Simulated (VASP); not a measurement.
Method: r2SCAN meta-GGA, VASP's PBE PAW potentials (set 64) (plane waves; VASP).

VASP input:

### KPOINTS
```
Automatic mesh
0
Gamma
7 7 7
0 0 0
```

INCAR:
```
SYSTEM = Hf2Si
PREC = Accurate; ENCUT = 400; LREAL = .FALSE.
LASPH = .TRUE.
EDIFF = 1E-6; NELM = 100; ALGO = Normal
LMAXMIX = 6; LMIXTAU = .TRUE.
ISMEAR = 1; SIGMA = 0.1
METAGGA = R2SCAN
IBRION = 2; NSW = 60; ISIF = 3
EDIFFG = -0.02
LWAVE = .FALSE.; LCHARG = .FALSE.
```

POSCAR:
```
Hf2Si
1
   -3.2566035894     3.2566035894     2.5650113754
    3.2566035894    -3.2566035894     2.5650113754
    3.2566035894     3.2566035894    -2.5650113754
Hf Si
4 2
Direct
  0.8435517749   0.6564482251   0.5000000000
  0.1564482251   0.3435517749   0.5000000000
  0.6564482251   0.1564482251   0.8128964501
  0.3435517749   0.8435517749   0.1871035499
  0.7500000000   0.7500000000   0.0000000000
  0.2500000000   0.2500000000   0.0000000000
```

POTCAR, in this order: Hf_pv Si (PBE.64 set). Program: vasp_std.

The resulting files:

File OUTCAR:
```
 ion  position               nearest neighbor table
   1  0.844  0.656  0.500-   6 2.77   5 2.77   5 2.77   6 2.77   2 2.88   2 3.09   2 3.09   4 3.28
                             3 3.28   3 3.28   4 3.28   3 3.48   4 3.48   4 3.48   3 3.48
   2  0.156  0.344  0.500-   5 2.77   6 2.77   6 2.77   5 2.77   1 2.88   1 3.09   1 3.09   4 3.28
                             3 3.28   3 3.28   4 3.28   4 3.48   3 3.48   3 3.48   4 3.48
   3  0.656  0.156  0.813-   6 2.77   5 2.77   5 2.77   6 2.77   4 2.88   4 3.09   4 3.09   1 3.28
                             2 3.28   1 3.28   2 3.28   1 3.48   2 3.48   1 3.48   2 3.48
   4  0.344  0.844  0.187-   6 2.77   5 2.77   5 2.77   6 2.77   3 2.88   3 3.09   3 3.09   2 3.28
                             1 3.28   1 3.28   2 3.28   1 3.48   2 3.48   1 3.48   2 3.48
   5  0.750  0.750  0.000-   6 2.57   6 2.57   2 2.77   1 2.77   2 2.77   1 2.77   4 2.77   3 2.77
                             4 2.77   3 2.77
   6  0.250  0.250  0.000-   5 2.57   5 2.57   1 2.77   2 2.77   1 2.77   2 2.77   3 2.77   4 2.77
                             4 2.77   3 2.77
  LATTYP: Found a body centered tetragonal cell.
 ALAT       =     6.5132071788
 C/A-ratio  =     0.7876338968
 Subroutine PRICEL returns:
 Original cell was already a primitive cell.
 Subroutine GETGRP returns: Found 16 space group operations
The static configuration has the point symmetry C_4h.
 The point group associated with its full space group is D_4h.
The dynamic configuration has the point symmetry C_4h.
 Subroutine INISYM returns: Found 16 space group operations
 Subroutine IBZKPT returns following result:
 Found     40 irreducible k-points:

 Following reciprocal coordinates:
            Coordinates               Weight
  0.000000  0.000000  0.000000      1.000000
  0.142857 -0.000000  0.000000      8.000000
  0.285714  0.000000 -0.000000      8.000000
  0.428571 -0.000000  0.000000      8.000000
  0.142857  0.142857  0.000000      8.000000
  0.285714  0.142857 -0.000000     16.000000
  0.428571  0.142857  0.000000     16.000000
 -0.428571  0.142857 -0.000000     16.000000
 -0.285714  0.142857  0.000000     16.000000
 -0.142857  0.142857  0.000000      4.000000
  0.285714  0.285714  0.000000      8.000000
  0.428571  0.285714  0.000000     16.000000
...
```

### OSZICAR
```
       N       E                     dE             d eps       ncg     rms          rms(c)
DAV:   1     0.168364372131E+02    0.16836E+02   -0.23235E+04  2272   0.137E+03
DAV:   2    -0.202718106369E+03   -0.21955E+03   -0.21317E+03  2708   0.335E+02
DAV:   3    -0.215014110781E+03   -0.12296E+02   -0.11580E+02  2912   0.507E+01
DAV:   4    -0.215349964680E+03   -0.33585E+00   -0.33029E+00  2696   0.838E+00
DAV:   5    -0.215358080897E+03   -0.81162E-02   -0.81037E-02  2700   0.118E+00    0.108E+02
DAV:   6    -0.203451334023E+03    0.11907E+02   -0.44683E+00  2456   0.126E+01    0.640E+01
DAV:   7    -0.199367894508E+03    0.40834E+01   -0.40438E+00  2312   0.130E+01    0.664E+00
DAV:   8    -0.203423070099E+03   -0.40552E+01   -0.35429E+00  2352   0.111E+01    0.158E+01
DAV:   9    -0.203604728740E+03   -0.18166E+00   -0.23247E-01  2524   0.259E+00    0.134E+00
DAV:  10    -0.202853767822E+03    0.75096E+00   -0.32308E-01  2324   0.504E+00    0.237E+00
DAV:  11    -0.202857605691E+03   -0.38379E-02   -0.76177E-03  2880   0.441E-01    0.275E+00
DAV:  12    -0.202856775288E+03    0.83040E-03   -0.28788E-04  2784   0.928E-02    0.287E+00
DAV:  13    -0.202810896782E+03    0.45879E-01   -0.21435E-01  2532   0.281E+00    0.903E-01
DAV:  14    -0.202848088674E+03   -0.37192E-01   -0.15329E-02  2500   0.700E-01    0.142E+00
DAV:  15    -0.202852290802E+03   -0.42021E-02   -0.95487E-04  2724   0.148E-01    0.160E+00
DAV:  16    -0.202872508305E+03   -0.20218E-01   -0.21200E-02  2444   0.982E-01    0.192E+00
DAV:  17    -0.202872425112E+03    0.83193E-04   -0.18373E-03  2852   0.242E-01    0.171E+00
DAV:  18    -0.202871811957E+03    0.61315E-03   -0.77172E-04  2572   0.164E-01    0.149E+00
DAV:  19    -0.202871255131E+03    0.55683E-03   -0.12689E-03  2452   0.157E-01    0.503E-01
DAV:  20    -0.202871180300E+03    0.74831E-04   -0.29353E-04  2728   0.774E-02    0.386E-01
DAV:  21    -0.202871181936E+03   -0.16354E-05   -0.22944E-05  2608   0.322E-02    0.205E-01
DAV:  22    -0.202871180716E+03    0.12194E-05   -0.28123E-05  2536   0.292E-02    0.814E-02
DAV:  23    -0.202871180996E+03   -0.27964E-06   -0.73412E-06  2268   0.198E-02
   1 F= -.20287118E+03 E0= -.20287131E+03  d E =-.202871E+03
       N       E                     dE             d eps       ncg     rms          rms(c)
DAV:   1    -0.203088732200E+03   -0.21755E+00   -0.78722E+00  2240   0.192E+01    0.125E+01
DAV:   2    -0.202925988747E+03    0.16274E+00   -0.67458E-01  2240   0.511E+00    0.226E+00
DAV:   3    -0.202870856704E+03    0.55132E-01   -0.11839E-01  2320   0.184E+00    0.902E-01
DAV:   4    -0.202852719831E+03    0.18137E-01   -0.35872E-02  2424   0.115E+00    0.588E-01
DAV:   5    -0.202852799669E+03   -0.79838E-04   -0.38959E-03  2560   0.444E-01    0.539E-01
DAV:   6    -0.202852383647E+03    0.41602E-03   -0.19418E-03  2376   0.315E-01    0.120E-01
DAV:   7    -0.202852288970E+03    0.94677E-04   -0.86267E-04  2340   0.219E-01    0.476E-02
DAV:   8    -0.202852234037E+03    0.54934E-04   -0.10482E-04  2460   0.835E-02    0.362E-02
DAV:   9    -0.202852248001E+03   -0.13964E-04   -0.25612E-05  2484   0.401E-02    0.105E-02
DAV:  10    -0.202852251227E+03   -0.32259E-05   -0.94366E-06  2460   0.244E-02    0.778E-03
DAV:  11    -0.202852252704E+03   -0.14769E-05   -0.15401E-06  1464   0.969E-03    0.161E-03
DAV:  12    -0.202852252596E+03    0.10780E-06   -0.21454E-07  1280   0.320E-03
   2 F= -.20285225E+03 E0= -.20285214E+03  d E =0.189284E-01
       N       E                     dE             d eps       ncg     rms          rms(c)
DAV:   1    -0.202975129140E+03   -0.12288E+00   -0.28479E+00  2240   0.115E+01    0.727E+00
DAV:   2    -0.202913374463E+03    0.61755E-01   -0.22392E-01  2240   0.300E+00    0.133E+00
DAV:   3    -0.202893080878E+03    0.20294E-01   -0.43292E-02  2308   0.116E+00    0.534E-01
DAV:   4    -0.202886808079E+03    0.62728E-02   -0.12148E-02  2452   0.680E-01    0.408E-01
DAV:   5    -0.202886756747E+03    0.51333E-04   -0.13957E-03  2520   0.272E-01    0.329E-01
DAV:   6    -0.202886713974E+03    0.42772E-04   -0.75926E-04  2348   0.206E-01    0.768E-02
DAV:   7    -0.202886642242E+03    0.71732E-04   -0.30990E-04  2352   0.135E-01    0.311E-02
DAV:   8    -0.202886628675E+03    0.13568E-04   -0.35404E-05  2468   0.494E-02    0.185E-02
DAV:   9    -0.202886629251E+03   -0.57590E-06   -0.88040E-06  2504   0.236E-02
   3 F= -.20288663E+03 E0= -.20288664E+03  d E =-.154483E-01
       N       E                     dE             d eps       ncg     rms          rms(c)
DAV:   1    -0.202886645903E+03   -0.17229E-04   -0.47837E-04  2276   0.150E-01    0.962E-02
DAV:   2    -0.202886632508E+03    0.13396E-04   -0.35864E-05  2336   0.375E-02    0.167E-02
DAV:   3    -0.202886629187E+03    0.33210E-05   -0.70630E-06  2200   0.151E-02    0.642E-03
DAV:   4    -0.202886628186E+03    0.10010E-05   -0.21683E-06  1304   0.997E-03    0.657E-03
DAV:   5    -0.202886628998E+03   -0.81274E-06   -0.84819E-07  1248   0.746E-03
   4 F= -.20288663E+03 E0= -.20288664E+03  d E =-.154480E-01
       N       E                     dE             d eps       ncg     rms          rms(c)
DAV:   1    -0.202886460908E+03    0.16728E-03   -0.46006E-02  2248   0.140E+00    0.195E-01
DAV:   2    -0.202886801021E+03   -0.34011E-03   -0.24712E-03  2520   0.299E-01    0.452E-02
DAV:   3    -0.202886805465E+03   -0.44441E-05   -0.78188E-05  2864   0.469E-02    0.434E-02
DAV:   4    -0.202886807514E+03   -0.20484E-05   -0.48375E-06  2224   0.140E-02    0.265E-02
DAV:   5    -0.202886806353E+03    0.11608E-05   -0.24827E-06  1828   0.119E-02    0.379E-03
DAV:   6    -0.202886807919E+03   -0.15665E-05   -0.18591E-06  1636   0.108E-02    0.351E-03
DAV:   7    -0.202886807748E+03    0.17103E-06   -0.26502E-07  1288   0.372E-03
   5 F= -.20288681E+03 E0= -.20288685E+03  d E =-.178750E-03
```

OUTCAR:
```
------------------------ aborting loop because EDIFF is reached ----------------------------------------
  FORCE on cell =-STRESS in cart. coord.  units (eV):
  Direction    XX          YY          ZZ          XY          YZ          ZX
  --------------------------------------------------------------------------------------
  Total       -0.0030170     -0.0030170      0.0430312      0.0000000     -0.0000000      0.0000000
  in kB       -0.0436767     -0.0436767      0.6229497      0.0000000     -0.0000000      0.0000000
  external PRESSURE =       0.1785321 kB  Pullay stress =       0.0000000 kB
  volume of cell :      110.67
      direct lattice vectors                 reciprocal lattice vectors
    -3.274444222  3.274444222  2.580514637     0.000000000  0.152697669  0.193759800
     3.274444222 -3.274444222  2.580514637     0.152697669  0.000000000  0.193759800
     3.274444222  3.274444222 -2.580514637     0.152697669  0.152697669  0.000000000
 POSITION                                       TOTAL-FORCE (eV/Angst)
 -----------------------------------------------------------------------------------
      1.02608      2.24836      2.58051         0.009049     -0.009049      0.000000
      2.24836      1.02608      0.00000        -0.009049      0.009049      0.000000
      1.02608      4.30053      0.00000         0.009049      0.009049     -0.000000
      2.24836     -1.02608      2.58051        -0.009049     -0.009049      0.000000
      0.00000      0.00000      3.87077         0.000000      0.000000      0.000000
      0.00000      0.00000      1.29026         0.000000      0.000000      0.000000
 -----------------------------------------------------------------------------------
    total drift:                                0.000000     -0.000000     -0.000000
  FREE ENERGIE OF THE ION-ELECTRON SYSTEM (eV)
  ---------------------------------------------------
  free  energy   TOTEN  =      -202.8868077482 eV

  energy  without entropy=     -202.8869480021  energy(sigma->0) =     -202.88685450

 reached required accuracy - stopping structural energy minimisation
```
(Selected blocks of OUTCAR.)

### CONTCAR
```
Hf2Si
   1.00000000000000
    -3.2744442216193028    3.2744442216193028    2.5805146370589158
     3.2744442216193028   -3.2744442216193028    2.5805146370589158
     3.2744442216193028    3.2744442216193028   -2.5805146370589158
  Hf              Si
     4     2
Direct
     0.8433195906558448    0.6566804093441552    0.5000000000000000
     0.1566804093441551    0.3433195906558449    0.5000000000000000
     0.6566804093441552    0.1566804093441551    0.8133608185883083
     0.3433195906558449    0.8433195906558448    0.1866391814116917
     0.7500000000000000    0.7500000000000000    0.0000000000000000
     0.2500000000000000    0.2500000000000000    0.0000000000000000
```

The structure comes from a computed database's Hf2Si entry (I4/mcm); how it stands against other phases isn't given here. This run relaxes it. Symmetry was kept, so distortions that lower it aren't found. The start is the result of an earlier pass.
